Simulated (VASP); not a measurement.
A convergence study with VASP on Ni (fcc): a few settings are varied, all else stays as given below, so the limit is that of these other settings. The cell's lengths are 1 % over those of the tabulated start, so it is off equilibrium.

```
Ni
1.0
    0.00000     1.77760     1.77760
    1.77760     0.00000     1.77760
    1.77760     1.77760     0.00000
Ni
1
Direct
  0.00000   0.00000   0.00000
```
Starting moments (μB, in the order of the record's atoms Ni): 0.8.

All values below come from LDA (Ceperley-Alder, Perdew-Zunger), VASP's LDA PAW potentials (set 64) (plane waves; VASP 6.6.1). The last row used: 550 eV cut-off, 15×15×15 Γ-centred mesh, first-order Methfessel-Paxton smearing of 0.10 eV, potentials Ni.

```tsv
setting	E (eV/atom)	pressure (GPa)	moment (μB)	electronic steps
ALGO = Normal, EDIFF = 1E-2	-6.4880	-20.13	0.629	9
ALGO = Normal, EDIFF = 1E-3	-6.4874	-20.38	0.626	10
ALGO = Normal, EDIFF = 1E-4	-6.4873	-22.51	0.626	11
ALGO = Normal, EDIFF = 1E-5	-6.4873	-21.76	0.626	12
ALGO = Normal, EDIFF = 1E-6	-6.4873	-21.79	0.626	13
ALGO = Normal, EDIFF = 1E-7	-6.4873	-21.74	0.626	14
ALGO = Normal, EDIFF = 1E-8	-6.4873	-21.75	0.626	15
ALGO = Normal, EDIFF = 1E-9	-6.4873	-21.75	0.626	17
ALGO = Fast, EDIFF = 1E-2	-6.4879	-9.81	0.625	9
ALGO = Fast, EDIFF = 1E-3	-6.4874	-20.23	0.627	10
ALGO = Fast, EDIFF = 1E-4	-6.4873	-23.44	0.626	11
ALGO = Fast, EDIFF = 1E-5	-6.4873	-21.64	0.626	12
ALGO = Fast, EDIFF = 1E-6	-6.4873	-21.93	0.626	13
ALGO = Fast, EDIFF = 1E-7	-6.4873	-21.75	0.626	14
ALGO = Fast, EDIFF = 1E-8	-6.4873	-21.73	0.626	15
ALGO = Fast, EDIFF = 1E-9	-6.4873	-21.75	0.626	17
ALGO = All, EDIFF = 1E-2	-6.4867	-18.11	0.629	10
ALGO = All, EDIFF = 1E-3	-6.4871	-21.97	0.628	11
ALGO = All, EDIFF = 1E-4	-6.4873	-21.36	0.626	13
ALGO = All, EDIFF = 1E-5	-6.4873	-21.79	0.626	14
ALGO = All, EDIFF = 1E-6	-6.4873	-21.67	0.626	16
ALGO = All, EDIFF = 1E-7	-6.4873	-21.74	0.626	18
ALGO = All, EDIFF = 1E-8	-6.4873	-21.76	0.626	20
ALGO = All, EDIFF = 1E-9	-6.4873	-21.75	0.626	21
```

Left out are rungs that failed or repeat a setting and relaxations that didn't move; long series are thinned to 24 rows.

The compound is Ni in the fcc structure. The cell was not relaxed at this level. The spin order is the one that the start imposed; others were not tried in this run.
